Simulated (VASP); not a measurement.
Output of a VASP run:

### OUTCAR
```
 ion  position               nearest neighbor table
   1  0.000  0.000  0.000-   2 2.84   2 2.84   2 2.84   2 2.84   2 2.84   2 2.84
   2  0.500  0.500  0.500-   1 2.84   1 2.84   1 2.84   1 2.84   1 2.84   1 2.84
  LATTYP: Found a face centered cubic cell.
 ALAT       =     5.6861540000
 Subroutine PRICEL returns:
 Original cell was already a primitive cell.
 Subroutine GETGRP returns: Found 48 space group operations
The static configuration has the point symmetry O_h .
The dynamic configuration has the point symmetry O_h .
 Subroutine INISYM returns: Found 48 space group operations
 Subroutine IBZKPT returns following result:
 Found      8 irreducible k-points:

 Following reciprocal coordinates:
            Coordinates               Weight
  0.000000  0.000000  0.000000      1.000000
  0.250000  0.000000  0.000000      8.000000
  0.500000  0.000000  0.000000      4.000000
  0.250000  0.250000  0.000000      6.000000
  0.500000  0.250000  0.000000     24.000000
 -0.250000  0.250000  0.000000     12.000000
  0.500000  0.500000  0.000000      3.000000
 -0.250000  0.500000  0.250000      6.000000
   k-points           NKPTS =      8   k-points in BZ     NKDIM =      8   number of bands    NBANDS=     18
   number of dos      NEDOS =    301   number of ions     NIONS =      2
   total plane-waves  NPLWV =  13824
   dimension x,y,z NGX =    24 NGY =   24 NGZ =   24
   dimension x,y,z NGXF=    48 NGYF=   48 NGZF=   48
   ions per type =               1   1
   PREC   = accura    normal or accurate (medium, high low for compatibility)
   ISTART =      0    job   : 0-new  1-cont  2-samecut
   ICHARG =      2    charge: 1-file 2-atom 10-const
   ISPIN  =      1    spin polarized calculation?
   LNONCOLLINEAR =      F non collinear calculations
   LSORBIT =      F    spin-orbit coupling
   INIWAV =      1    electr: 0-lowe 1-rand  2-diag
   ENCUT  =  300.0 eV  22.05 Ry    4.70 a.u.   5.68  5.68  5.68*2*pi/ulx,y,z
   NELM   =    100;   NELMIN=  2; NELMDL= -5     # of ELM steps
   EDIFF  = 0.1E-05   stopping-criterion for ELM
   LREAL  =      F    real-space projection
   NLSPLINE    = F    spline interpolate recip. space projectors
   LMAXMIX     =    4 max onsite mixed and CHGCAR
   VOSKOWN=      0    Vosko Wilk Nusair interpolation
   EDIFFG = 0.1E-04   stopping-criterion for IOM
   NSW    =      0    number of steps for IOM
   NBLOCK =      1;   KBLOCK =      1    inner block; outer block
   IBRION =     -1    ionic relax: 0-MD 1-quasi-New 2-CG
   NFREE  =      0    steps in history (QN), initial steepest desc. (CG)
   ISIF   =      2    stress and relaxation
   ISYM   =      2    0-nonsym 1-usesym 2-fastsym
   TEIN   =    0.0    initial temperature
   TEBEG  =    0.0;   TEEND  =   0.0 temperature during run
   SMASS  =  -3.00    Nose mass-parameter (am)
   PSTRESS=    0.0 pullay stress
   NELECT =      28.0000    total number of electrons
   EFERMI =   0.00;   METHOD = LEGACY
   ISMEAR =     0;   SIGMA  =   0.10  broadening in eV -4-tet -1-fermi 0-gaus
   IALGO  =     38    algorithm
   LDIAG  =      T    sub-space diagonalisation (order eigenvalues)
   IMIX   =      4    mixing-type and parameters
     AMIX     =   0.40;   BMIX     =  1.00
     AMIX_MAG =   1.60;   BMIX_MAG =  1.00
     AMIN     =   0.10
   GGA     = PE    functional components
   VOSKOWN =     0    Vosko Wilk Nusair interpolation
   LHFCALC =     F    Hartree Fock is set to
   LHFONE  =     F    Hartree Fock one center treatment
   AEXX    =    0.0000 exact exchange contribution
   IVDW    =     0    specifies the selected vdW correction
   LEPSILON=     F    determine dielectric tensor
   LRPA    =     F    only Hartree local field effects (RPA)
  energy-cutoff  :      300.00
  volume of cell :       45.96
      direct lattice vectors                 reciprocal lattice vectors
     0.000000000  2.843077000  2.843077000    -0.175865796  0.175865796  0.175865796
     2.843077000  0.000000000  2.843077000     0.175865796 -0.175865796  0.175865796
     2.843077000  2.843077000  0.000000000     0.175865796  0.175865796 -0.175865796
 k-point     1 :   0.0000 0.0000 0.0000  plane waves:     537
 k-point     2 :   0.2500 0.0000 0.0000  plane waves:     543
...
```

File OSZICAR:
```
       N       E                     dE             d eps       ncg     rms          rms(c)
DAV:   1     0.173309444125E+03    0.17331E+03   -0.13048E+04   358   0.250E+03
DAV:   2    -0.123189353754E+01   -0.17454E+03   -0.17197E+03   322   0.431E+02
DAV:   3    -0.142355631071E+02   -0.13004E+02   -0.12333E+02   338   0.105E+02
DAV:   4    -0.146357890402E+02   -0.40023E+00   -0.39235E+00   334   0.167E+01
DAV:   5    -0.146438090566E+02   -0.80200E-02   -0.80033E-02   350   0.213E+00    0.808E+00
DAV:   6    -0.137254559535E+02    0.91835E+00   -0.11575E+01   304   0.171E+01    0.357E+00
DAV:   7    -0.134112680390E+02    0.31419E+00   -0.18528E+00   322   0.925E+00    0.115E+00
DAV:   8    -0.134066431173E+02    0.46249E-02   -0.80765E-02   330   0.261E+00    0.332E-01
DAV:   9    -0.134064512628E+02    0.19185E-03   -0.26276E-03   320   0.444E-01    0.984E-02
DAV:  10    -0.134064387612E+02    0.12502E-04   -0.68581E-04   308   0.420E-01    0.325E-02
DAV:  11    -0.134064433068E+02   -0.45456E-05   -0.31803E-05   358   0.513E-02    0.142E-02
DAV:  12    -0.134064449651E+02   -0.16583E-05   -0.95695E-06   290   0.207E-02    0.408E-03
DAV:  13    -0.134064444906E+02    0.47457E-06   -0.96838E-07   152   0.808E-03
   1 F= -.13406444E+02 E0= -.13400172E+02  d E =-.125454E-01
```

### OUTCAR
```
------------------------ aborting loop because EDIFF is reached ----------------------------------------
  FORCE on cell =-STRESS in cart. coord.  units (eV):
  Direction    XX          YY          ZZ          XY          YZ          ZX
  --------------------------------------------------------------------------------------
  Total       -7.0914031     -7.0914031     -7.0914031     -0.0000000      0.0000000      0.0000000
  in kB     -247.1991051   -247.1991051   -247.1991051     -0.0000000      0.0000000      0.0000000
  external PRESSURE =    -247.1991051 kB  Pullay stress =       0.0000000 kB
  volume of cell :       45.96
      direct lattice vectors                 reciprocal lattice vectors
     0.000000000  2.843077000  2.843077000    -0.175865796  0.175865796  0.175865796
     2.843077000  0.000000000  2.843077000     0.175865796 -0.175865796  0.175865796
     2.843077000  2.843077000  0.000000000     0.175865796  0.175865796 -0.175865796
 POSITION                                       TOTAL-FORCE (eV/Angst)
 -----------------------------------------------------------------------------------
      0.00000      0.00000      0.00000        -0.000000      0.000000     -0.000000
      2.84308      2.84308      2.84308         0.000000     -0.000000      0.000000
 -----------------------------------------------------------------------------------
    total drift:                                0.000000     -0.000000     -0.000000
  FREE ENERGIE OF THE ION-ELECTRON SYSTEM (eV)
  ---------------------------------------------------
  free  energy   TOTEN  =       -13.4064444906 eV

  energy  without entropy=      -13.3938990440  energy(sigma->0) =      -13.40017177
```
(Selected blocks of OUTCAR.)

POSCAR:
```
GeMo
1
    0.0000000000     2.8430770000     2.8430770000
    2.8430770000     0.0000000000     2.8430770000
    2.8430770000     2.8430770000     0.0000000000
Ge Mo
1 1
Direct
  0.0000000000   0.0000000000   0.0000000000
  0.5000000000   0.5000000000   0.5000000000
```

Task: Reconstruct the remaining input files.

Result: One answer among several that fit: the input of the run itself, PBE GGA, plane waves, VASP's PBE PAW potentials (set 64).

KPOINTS:
```
K-points
0
Gamma
 4 4 4
0 0 0
```

### INCAR
```
! general
SYSTEM   =  GeMo
PREC     =  Accurate
ENCUT    =  300   ! plane-wave cut-off (eV)
LREAL    =  .FALSE.   ! projection in real space or not
LASPH    =  .TRUE.   ! aspherical one-centre terms

! electronic loop
EDIFF    =  1E-6   ! SCF stop (eV)
NELM     =  100
ALGO     =  Normal
LMAXMIX  =  4   ! l cut-off of mixed one-centre charges

! smearing
ISMEAR   =  0
SIGMA    =  0.1   ! width (eV)

! functional
GGA      =  PE   ! PBE

! ions
ISIF     =  2   ! forces and stress, cell fixed

! output
LWAVE    =  .FALSE.
LCHARG   =  .FALSE.
```

POTCAR, in this order: Ge_d Mo_sv (PBE.64 set). Program: vasp_std.

At this cut-off the stress carries a Pulay error, which pulls relaxed volumes low.

The structure was generated: GeMo was put into an ordered model structure, which need not be its known phase. The cell was not relaxed at this level. The k-mesh is coarse (spacing up to 0.48 per Å, 2π included), so the numbers may not be converged in it. The run is one of a series of settings (KPOINTS 4×4×4 Γ-centred mesh against the base run), some of them coarse on purpose.
